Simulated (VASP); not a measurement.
An input for Ansatz (written as the equivalent of a VASP run, and not itself run):

Ansatz 0.2 input:
```yaml
crystal:
  lattice:
    - [-2.7136352, 2.7136352, 5.3438107]
    - [2.7136352, -2.7136352, 5.3438107]
    - [2.7136352, 2.7136352, -5.3438107]
  atoms:
    - { symbol: Zn, position: [1.0000000, 0.0000000, 0.0000000] }
    - { symbol: Zn, position: [0.7500000, 0.2500000, 0.5000000] }
    - { symbol: Ge, position: [0.5000000, 0.5000000, 0.0000000] }
    - { symbol: Ge, position: [0.2500000, 0.7500000, 0.5000000] }
    - { symbol: P, position: [0.8750000, 0.8728547, 0.4978547] }
    - { symbol: P, position: [0.1271453, 0.6250000, 0.0021453] }
    - { symbol: P, position: [0.3750000, 0.3771453, 0.5021453] }
    - { symbol: P, position: [0.6228547, 0.1250000, 0.9978547] }
kpoints:
  mp_grid: { grid: [7, 7, 7] }
hamiltonian:
  xc: pbesol
  pseudopotentials: { kind: paw }
scf:
  occupations: { method: tetrahedron }
  max_iter: 100
output: { forces: true, stress: true, eigenvalues: true }
```

### Question
Write the VASP files for the same calculation (PBEsol).

### Answer
Several could match; the one computed here: 
**INCAR**
```
SYSTEM=ZnGeP2
PREC=Accurate; ENCUT=400; LREAL=.FALSE.
LASPH=.TRUE.
EDIFF=1E-7; NELM=100; ALGO=Normal
LMAXMIX=4
ISMEAR=-5
GGA=PS
ISIF=2
LWAVE=.FALSE.; LCHARG=.TRUE.; LORBIT=11
NEDOS=601
LEFG=.TRUE.
```

### POSCAR
```
ZnGeP2
1.0
 -2.7136352424   2.7136352424   5.3438107136
  2.7136352424  -2.7136352424   5.3438107136
  2.7136352424   2.7136352424  -5.3438107136
Zn Ge P
2 2 4
Cart
 -2.7136352424   2.7136352424   5.3438107136
  0.0000000000   2.7136352424   2.6719053568
  0.0000000000   0.0000000000   5.3438107136
  2.7136352424   0.0000000000   2.6719053568
  1.3451746411   1.3568176212   6.6797633920
  1.3568176212  -1.3451746411   4.0078580352
  1.3684606013   1.3568176212   1.3359526784
  1.3568176212   4.0588098835  -1.3359526784
```

File KPOINTS:
```
Automatic mesh
0
Gamma
7 7 7
0 0 0
```

POTCAR, in this order: Zn Ge_d P (PBE.64 set). Program: vasp_std.

What does not carry over: each code has its own PAW files, so the cut-off isn't converted (ENCUT is set for VASP's; basis.ecutwfc is left out, and Ansatz then takes the one that its files recommend); Ansatz stops its SCF on the density residual and VASP on the energy change (EDIFF); the field gradients of LEFG aren't asked of the other code.

The compound is ZnGeP2 in the chalcopyrite structure. It was relaxed first.
